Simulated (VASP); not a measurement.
These are PBE GGA, VASP's PBE PAW potentials (set 64) (plane waves; VASP 6.6.1) values and carry that method's errors.

The input files of a VASP run:

### KPOINTS
```
Automatic mesh
0
Gamma
11 11 11
0 0 0
```

POSCAR:
```
C
1
    0.0000000000     1.8191700000     1.8191700000
    1.8191700000     0.0000000000     1.8191700000
    1.8191700000     1.8191700000     0.0000000000
C
2
Direct
  0.0000000000   0.0000000000   0.0000000000
  0.2500000000   0.2500000000   0.2500000000
```

### INCAR
```
# general
SYSTEM = C
PREC   = Accurate
ENCUT  = 800
LREAL  = .FALSE.
LASPH  = .TRUE.

# electronic loop
EDIFF  = 1E-6
NELM   = 100
ALGO   = Normal

# smearing
ISMEAR = 0
SIGMA  = 0.05

# functional
GGA    = PE

# ions
ISIF   = 2

# output
LWAVE  = .FALSE.
LCHARG = .FALSE.
```

POTCAR, in this order: C (PBE.64 set). Program: vasp_std.

Q: Predict the energy per atom (σ→0), pressure.

A: 
| Quantity | Result |
|---|---|
| energy per atom (σ→0) | -9.077 eV/atom |
| pressure | -217.6 kbar |

File OSZICAR:
```
...
DAV:   5    -0.186818442596E+02   -0.23557E-06   -0.23557E-06   928   0.111E-02    0.512E+00
DAV:   6    -0.182866340806E+02    0.39521E+00   -0.30390E-01   928   0.435E+00    0.307E+00
DAV:   7    -0.181532922366E+02    0.13334E+00   -0.34142E-01  1080   0.472E+00    0.667E-01
DAV:   8    -0.181544659822E+02   -0.11737E-02   -0.18621E-03   960   0.508E-01    0.437E-02
DAV:   9    -0.181544895733E+02   -0.23591E-04   -0.12435E-04  1296   0.993E-02    0.265E-02
DAV:  10    -0.181545031683E+02   -0.13595E-04   -0.15159E-05   912   0.448E-02    0.549E-03
DAV:  11    -0.181545030149E+02    0.15336E-06   -0.45439E-08   704   0.230E-03
   1 F= -.18154503E+02 E0= -.18154503E+02  d E =-.101841E-21
```

The compound is C in the diamond structure. The cell was not relaxed at this level. The run is one of a series of settings (ENCUT = 800 against the base run), some of them coarse on purpose.
